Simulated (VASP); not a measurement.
NaI (rock salt): computed properties

Method: LDA (Ceperley-Alder, Perdew-Zunger), VASP's LDA PAW potentials (set 64) (plane waves; VASP).

```json
{
  "space_group": "Fm-3m (225)",
  "cell": "a = 6.253 Å, b = 6.253 Å, c = 6.253 Å, α = 90.00°, β = 90.00°, γ = 90.00°",
  "volume_per_atom": "30.56 Å³/atom",
  "band gap (over mesh and band path)": "3.64 eV",
  "smallest direct gap (over mesh and band path)": "3.64 eV",
  "band_edge_character": "direct, Γ to Γ",
  "density": "4.07 g/cm³",
  "mean ε∞ (DFPT)": "3.64",
  "mean ε∞ (independent particles)": "4.06",
  "mean static ε": "6.79",
  "optical Γ-point spectrum": "133 (×3) cm⁻¹"
}
```

NaI has the cubic space group Fm-3m (No. 225), the rock salt structure, Pearson symbol cF8. Conventional cell: a = 6.2529 Å, b = 6.2529 Å, c = 6.2529 Å, α = 90.00°, β = 90.00°, γ = 90.00°. Na on 4a is surrounded by 6 I at 3.126 Å (octahedral). I on 4b is coordinated by 6 Na at 3.126 Å (octahedral). (Neighbours: up to the widest gap in distance over summed covalent radii, below 1.35, at either atom; cation-cation and far metal-metal contacts left out.)
(The calculation used a cell of 2 atoms; values per cell refer to that cell.)

Measured: gap 5.90 eV (computed value off by -2.26 eV), as given by Abedi et al., (2022), arXiv:2211.14644; ε∞ 3.01 at 297 K (computed value off by +20.9 %), as given by H. H. Li, Journal of Physical and Chemical Reference Data (1976), doi:10.1063/1.555536 [long-wavelength limit of the electronic terms of a dispersion formula fitted to measured refractive indices over 0.25-40.0 um; lattice terms left out]. Unless said otherwise, spin-orbit coupling is left out, though it shifts the bands of the heavy elements here.

The compound is NaI in the rock salt structure. It was relaxed first, which changed the volume by -10 %. Symmetry was kept, so distortions that lower it aren't found.
